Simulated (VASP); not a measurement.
Input:

```
CELL_PARAMETERS angstrom
      1.46242    -2.53299     0.00000
      1.46242     2.53299     0.00000
      0.00000     0.00000     2.84838
ATOMIC_POSITIONS crystal
  W  0.00000 0.00000 0.00000
  C  0.33333 0.66667 0.50000
```

Computed with PBE GGA, VASP's PBE PAW potentials (set 64) (plane waves; VASP 6.6.1). Run with 600 eV cut-off, 14×14×12 Γ-centred mesh, first-order Methfessel-Paxton smearing of 0.10 eV, potentials W_sv C.

Energy and stress use the plane-wave basis of the starting cell.

Problem. The ions, cell shape and volume at an external pressure of 10.0 GPa are relaxed. Predict the relaxed structure.

Solution. 
```
CELL_PARAMETERS angstrom
      1.44896    -2.50967     0.00000
      1.44896     2.50967     0.00000
      0.00000     0.00000     2.83093
ATOMIC_POSITIONS crystal
  W  0.00000 0.00000 0.00000
  C  0.33333 0.66667 0.50000
```
Space group P-6m2 (187), at a tolerance of 0.03 Å.

Problem. How do energy and volume change from the first to the last step?

Solution. The energy (σ→0) changes by +7.9 meV/atom and the volume by -2.4 %, in 9 ionic steps.

The compound is WC in the wc structure. This run relaxes it under an external pressure of 10 GPa. Symmetry was kept, so distortions that lower it aren't found.
